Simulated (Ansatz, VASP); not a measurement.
## LiMgF3: VASP beside Ansatz

```
CELL_PARAMETERS angstrom
3.43619 0.00000 0.00000
0.00000 3.43619 0.00000
0.00000 0.00000 3.43619
ATOMIC_POSITIONS crystal
Li 0.50000 0.50000 0.50000
Mg 0.00000 0.00000 0.00000
F 0.00000 0.50000 0.50000
F 0.50000 0.50000 0.00000
F 0.50000 0.00000 0.50000
```

Alike in both runs: functional PBEsol; k mesh 8 × 8 × 8; no spin polarisation.

Ansatz relaxed the structure, and its values are those at the end. VASP's run is a single point on that final structure, the one shown.

|  | VASP | Ansatz |
| --- | --- | --- |
| version | VASP 6.6.1 | Ansatz 0.2.0 |
| potentials or method | VASP PAW PBE potentials, release 64 (Li_sv, Mg, F) | scalar-relativistic, plane waves, PAW |
| plane-wave cutoff (eV) | 520 | 420 |
| occupations | gaussian, width 0.01 eV | fixed |
| valence electrons in the cell | 26 | 34 |

Ansatz gave:

```
gap on the k mesh at the Fermi level (eV) : 4.39
least direct gap on the mesh (eV)         : 4.69
```

Task: What did VASP give for the same quantities?

Result: gap on the k mesh at the Fermi level (eV): 4.34; least direct gap on the mesh (eV): 4.65.

The two sets of potentials don't hold the same shells in valence.

 A hybrid or GW would open this gap; PBEsol tends to underestimate it. A k mesh can miss the band edges.
